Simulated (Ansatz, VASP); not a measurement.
# C in VASP and in Ansatz

```xyz
2
Lattice="0.0000 1.7769 1.7769 1.7769 0.0000 1.7769 1.7769 1.7769 0.0000" Properties=species:S:1:pos:R:3 pbc="T T T"
C     1.7769    1.7769    1.7769
C     2.6654    2.6654    2.6654
```

Alike in both runs: functional PBEsol; k mesh 12 × 12 × 12; occupations gaussian, width 0.02 eV; no spin polarisation.

Ansatz relaxed the structure, and its values are those at the end. VASP's run is a single point on that final structure, the one shown.

|  | VASP | Ansatz |
| --- | --- | --- |
| version | VASP 6.6.1 | Ansatz 0.2.0 |
| potentials or method | VASP PAW PBE potentials, release 64 (C) | scalar-relativistic, plane waves, PAW |
| plane-wave cutoff (eV) | 520 | 420 |
| valence electrons in the cell | 8 | 8 |

|  | VASP | Ansatz | Ansatz less VASP |
| --- | --- | --- | --- |
| gap on the k mesh at the Fermi level (eV) | 4.06 | 4.07 | +0.005 |
| least direct gap on the mesh (eV) | 5.57 | 5.57 | +0.001 |
| pressure (GPa) | 1.1 | 0.0 | -1.10 |

With one functional, cell and mesh, what is left measures potentials, basis and numerics.

Caveats: the PAW data sets were made with another functional, which shifts forces and pressure a little (VASP).
